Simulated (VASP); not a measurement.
VASP input:

### INCAR
```
PREC = Accurate
SIGMA = 0.05   # width (eV)
ALGO = Normal
ENCUT = 520
LASPH = T   # aspherical one-centre terms
EDIFF = 1E-7   # SCF stop (eV)
LWAVE = F
LREAL = F   # projection in real space or not
ISIF = 2
SYSTEM = LiH
NELM = 100   # most electronic steps
LCHARG = F
ISMEAR = 0
```

**KPOINTS**
```
Automatic mesh
0
Gamma
12 12 12
0 0 0
```

File POSCAR:
```
LiH
1
    0.0000000000     1.9703080086     1.9703080086
    1.9703080086     0.0000000000     1.9703080086
    1.9703080086     1.9703080086     0.0000000000
Li H
1 1
Direct
  0.0000000000   0.0000000000   0.0000000000
  0.5000000000   0.5000000000   0.5000000000
```

POTCAR, in this order: Li_sv H (LDA.64 set). Program: vasp_std.

Problem. Translate this LDA calculation to Quantum ESPRESSO's pw.x.

Solution. One equivalent input (not run):
```
&CONTROL
  calculation = 'scf'
  pseudo_dir = './pseudo'
  outdir = './out'
  tprnfor = .true.
  tstress = .true.
/
&SYSTEM
  ibrav = 0
  nat = 2
  ntyp = 2
  ecutwfc = 74
  occupations = 'smearing'
  smearing = 'gaussian'
  degauss = 0.003675
  input_dft = 'pz'
/
&ELECTRONS
  conv_thr = 7.3e-09
  electron_maxstep = 100
/
ATOMIC_SPECIES
  Li 6.940 Li.upf
  H 1.008 H.upf
CELL_PARAMETERS angstrom
     0.0000000    1.9703080    1.9703080
     1.9703080    0.0000000    1.9703080
     1.9703080    1.9703080    0.0000000
ATOMIC_POSITIONS crystal
  Li   0.0000000  0.0000000  0.0000000
  H    0.5000000  0.5000000  0.5000000
K_POINTS automatic
  12 12 12 0 0 0
```
What does not carry over: the potentials are each code's own (VASP's PAW set, PseudoDojo norm-conserving files in pw.x), so ENCUT and ecutwfc are chosen apart and not converted; conv_thr bounds pw.x's estimated SCF error, while EDIFF bounds the energy change between steps.

The compound is LiH in the rock salt structure. This cell is one point of a volume scan, at 1.03 of the reference volume.
